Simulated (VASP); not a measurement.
Calculation: RPBE GGA, VASP's PBE PAW potentials (set 64) (plane waves; VASP 6.6.1).

VASP ran on this input.

File POSCAR:
```
TiCo
1.0
  2.9900000000   0.0000000000   0.0000000000
  0.0000000000   2.9900000000   0.0000000000
  0.0000000000   0.0000000000   2.9900000000
Ti Co
1 1
direct
  0.0000000000   0.0000000000   0.0000000000
  0.5000000000   0.5000000000   0.5000000000
```

INCAR:
```
SYSTEM = TiCo
PREC = Accurate
ENCUT = 520
EDIFF = 1E-6
NELM = 100
ALGO = Normal
LREAL = .FALSE.
LASPH = .TRUE.
ISMEAR = 1
SIGMA = 0.1
GGA = RP
LMAXMIX = 4
LWAVE = .FALSE.
LCHARG = .FALSE.
IBRION = 2
ISIF = 3
NSW = 60
EDIFFG = -0.01
```

**KPOINTS**
```
kpoints
0
Gamma
 11 11 11
```

POTCAR, in this order: Ti_sv Co (PBE.64 set). Program: vasp_std.

What VASP printed:

File OSZICAR:
```
       N       E                     dE             d eps       ncg     rms          rms(c)
DAV:   1     0.154151830038E+03    0.15415E+03   -0.10461E+04  1568   0.187E+03
DAV:   2    -0.697632659869E+01   -0.16113E+03   -0.15839E+03  1580   0.410E+02
DAV:   3    -0.166177995471E+02   -0.96415E+01   -0.95719E+01  2548   0.110E+02
DAV:   4    -0.168908742288E+02   -0.27307E+00   -0.27191E+00  1868   0.152E+01
DAV:   5    -0.169015346195E+02   -0.10660E-01   -0.10660E-01  2316   0.275E+00    0.125E+01
DAV:   6    -0.148700440210E+02    0.20315E+01   -0.11680E+01  2042   0.518E+01    0.493E+00
DAV:   7    -0.179156619319E+02   -0.30456E+01   -0.27563E+01  2612   0.475E+01    0.250E+01
DAV:   8    -0.146418534392E+02    0.32738E+01   -0.18570E+01  2388   0.403E+01    0.187E+00
DAV:   9    -0.146817139368E+02   -0.39860E-01   -0.24988E-01  1828   0.485E+00    0.184E+00
DAV:  10    -0.146669596239E+02    0.14754E-01   -0.76861E-02  2388   0.350E+00    0.560E-01
DAV:  11    -0.146654859461E+02    0.14737E-02   -0.36590E-03  1976   0.658E-01    0.399E-01
DAV:  12    -0.146643198089E+02    0.11661E-02   -0.39996E-03  2198   0.584E-01    0.114E-01
DAV:  13    -0.146641982500E+02    0.12156E-03   -0.46783E-04  2216   0.190E-01    0.375E-02
DAV:  14    -0.146641930006E+02    0.52494E-05   -0.37179E-05  2470   0.625E-02    0.894E-03
DAV:  15    -0.146641917185E+02    0.12820E-05   -0.86005E-06  1944   0.321E-02    0.105E-03
DAV:  16    -0.146641917963E+02   -0.77804E-07   -0.25647E-07   868   0.676E-03
   1 F= -.14664192E+02 E0= -.14664218E+02  d E =-.146642E+02
       N       E                     dE             d eps       ncg     rms          rms(c)
DAV:   1    -0.146946506689E+02   -0.30459E-01   -0.63965E-01  1670   0.126E+01    0.158E+00
DAV:   2    -0.147892296800E+02   -0.94579E-01   -0.10554E+00  2186   0.120E+01    0.434E+00
DAV:   3    -0.146648836018E+02    0.12435E+00   -0.81659E-01  2342   0.961E+00    0.482E-01
DAV:   4    -0.146640836364E+02    0.79997E-03   -0.10096E-02  1696   0.893E-01    0.299E-01
DAV:   5    -0.146639253567E+02    0.15828E-03   -0.35055E-03  2338   0.432E-01    0.121E-01
DAV:   6    -0.146640883594E+02   -0.16300E-03   -0.22224E-04  2002   0.169E-01    0.134E-01
DAV:   7    -0.146641292599E+02   -0.40901E-04   -0.61779E-04  2360   0.211E-01    0.251E-02
DAV:   8    -0.146641262699E+02    0.29901E-05   -0.50080E-05  2238   0.669E-02    0.783E-03
DAV:   9    -0.146641260740E+02    0.19584E-06   -0.32127E-06  1334   0.203E-02
   2 F= -.14664126E+02 E0= -.14664140E+02  d E =0.657223E-04
       N       E                     dE             d eps       ncg     rms          rms(c)
DAV:   1    -0.146727858537E+02   -0.86596E-02   -0.17355E-01  1664   0.651E+00    0.827E-01
DAV:   2    -0.146969431068E+02   -0.24157E-01   -0.26707E-01  2146   0.629E+00    0.204E+00
DAV:   3    -0.146647733420E+02    0.32170E-01   -0.19342E-01  2306   0.498E+00    0.275E-01
DAV:   4    -0.146644066729E+02    0.36667E-03   -0.31362E-03  1874   0.508E-01    0.127E-01
DAV:   5    -0.146644249249E+02   -0.18252E-04   -0.66996E-04  2278   0.172E-01    0.569E-02
DAV:   6    -0.146645010456E+02   -0.76121E-04   -0.13499E-04  2092   0.107E-01    0.644E-02
DAV:   7    -0.146644981295E+02    0.29161E-05   -0.14975E-04  2378   0.117E-01    0.839E-03
DAV:   8    -0.146644990952E+02   -0.96569E-06   -0.43290E-06  1688   0.215E-02
   3 F= -.14664499E+02 E0= -.14664519E+02  d E =-.307299E-03
```

**OUTCAR**
```
------------------------ aborting loop because EDIFF is reached ----------------------------------------
  FORCE on cell =-STRESS in cart. coord.  units (eV):
  Direction    XX          YY          ZZ          XY          YZ          ZX
  --------------------------------------------------------------------------------------
  Total       -0.0111327     -0.0111327     -0.0111327     -0.0000000      0.0000000      0.0000000
  in kB       -0.6641131     -0.6641131     -0.6641131     -0.0000000      0.0000000      0.0000000
  external PRESSURE =      -0.6641131 kB  Pullay stress =       0.0000000 kB
  volume of cell :       26.86
      direct lattice vectors                 reciprocal lattice vectors
     2.994720854 -0.000000000 -0.000000000     0.333920939  0.000000000 -0.000000000
    -0.000000000  2.994720854 -0.000000000     0.000000000  0.333920939 -0.000000000
     0.000000000  0.000000000  2.994720854     0.000000000  0.000000000  0.333920939
 POSITION                                       TOTAL-FORCE (eV/Angst)
 -----------------------------------------------------------------------------------
      0.00000      0.00000      0.00000         0.000000      0.000000      0.000000
      1.49736      1.49736      1.49736        -0.000000      0.000000      0.000000
 -----------------------------------------------------------------------------------
    total drift:                                0.000000      0.000000     -0.000000
  FREE ENERGIE OF THE ION-ELECTRON SYSTEM (eV)
  ---------------------------------------------------
  free  energy   TOTEN  =       -14.6644990952 eV

  energy  without entropy=      -14.6645588856  energy(sigma->0) =      -14.66451903

 reached required accuracy - stopping structural energy minimisation
```
(Selected blocks of OUTCAR.)

CONTCAR:
```
TiCo
   1.00000000000000
     2.9947208544386115   -0.0000000000000000   -0.0000000000000000
    -0.0000000000000000    2.9947208544386115   -0.0000000000000000
     0.0000000000000000    0.0000000000000000    2.9947208544386115
  Ti              Co
     1     1
Direct
     0.0000000000000000    0.0000000000000000    0.0000000000000000
     0.5000000000000000    0.5000000000000000    0.5000000000000000
```

OUTCAR:
```
 val. band max:        9.8871292648   @ k =   0.4545   0.3636   0.0909

 cond. band min:       9.9558050664   @ k =   0.4545   0.3636   0.0000


 Fermi energy:         9.8928686827

 k-point     1 :       0.0000    0.0000    0.0000
  band No.  band energies     occupation
      1     -47.4725      2.00000
      2     -23.4949      2.00000
      3     -23.4949      2.00000
      4     -23.4949      2.00000
      5       2.2830      2.00000
      6       6.2332      2.00000
      7       6.2332      2.00000
      8       8.4927      2.00000
      9       8.4927      2.00000
     10       8.4927      2.00000
     11      10.6831     -0.00000
     12      10.6831     -0.00000
     13      12.5665      0.00000
     14      12.5665      0.00000

 k-point     2 :       0.0909    0.0000    0.0000
  band No.  band energies     occupation
      1     -47.4701      2.00000
      2     -23.5181      2.00000
      3     -23.4933      2.00000
      4     -23.4933      2.00000
      5       2.4455      2.00000
      6       6.3049      2.00000
      7       6.3060      2.00000
      8       8.4814      2.00000
      9       8.4814      2.00000
     10       8.5217      2.00000
     11      10.6007     -0.00000
     12      10.7139     -0.00000
     13      12.3510      0.00000
     14      12.3510      0.00000

 k-point     3 :       0.1818    0.0000    0.0000
  band No.  band energies     occupation
      1     -47.4637      2.00000
      2     -23.5798      2.00000
      3     -23.4888      2.00000
      4     -23.4888      2.00000
      5       2.9189      2.00000
      6       6.4877      2.00000
      7       6.5180      2.00000
      8       8.4545      2.00000
      9       8.4545      2.00000
     10       8.6020      2.00000
     11      10.3618     -0.00000
     12      10.7735     -0.00000
     13      11.8457     -0.00000
     14      11.8457     -0.00000

 k-point     4 :       0.2727    0.0000    0.0000
  band No.  band energies     occupation
...
```

The compound is TiCo in the CsCl type structure. This run relaxes it. Symmetry was kept, so distortions that lower it aren't found. The run is not spin-polarised, so no magnetic state was tried. The electron count is odd and the run is not spin-polarised, which forces a metal.
